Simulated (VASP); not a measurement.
Consider the following.

```
CELL_PARAMETERS angstrom
      3.19473     0.00000     0.00000
      0.00000     3.19473     0.00000
      0.00000     0.00000     3.19473
ATOMIC_POSITIONS crystal
  Zn 0.50000 0.50000 0.50000
  Au 0.00000 0.00000 0.00000
```

Computed with LDA (Ceperley-Alder, Perdew-Zunger), VASP's LDA PAW potentials (set 64) (plane waves; VASP). Numerical set-up: 300 eV cut-off, 7×7×7 Γ-centred mesh, first-order Methfessel-Paxton smearing of 0.27 eV, potentials Zn Au.

At this cut-off the stress carries a Pulay error, which pulls relaxed volumes low. Energy and stress use the plane-wave basis of the starting cell.

Q: The ions, cell shape and volume are relaxed. Predict the relaxed structure.

A: 
```
CELL_PARAMETERS angstrom
      3.09422     0.00000     0.00000
      0.00000     3.09422     0.00000
      0.00000     0.00000     3.09422
ATOMIC_POSITIONS crystal
  Zn 0.50000 0.50000 0.50000
  Au 0.00000 0.00000 0.00000
```
Space group Pm-3m (221), at a tolerance of 0.03 Å.

Q: How do energy and volume change from the first to the last step?

A: The energy (σ→0) changes by -61.0 meV/atom and the volume by -9.1 %, in 4 ionic steps.

The structure is a typed AuZn crystal. This run relaxes it. Symmetry was kept, so distortions that lower it aren't found. The run is one of a series of settings (EDIFFG = -0.01, IBRION = 2, ISIF = 3, NSW = 50 against the base run), some of them coarse on purpose. The electron count is odd and the run is not spin-polarised, which forces a metal.
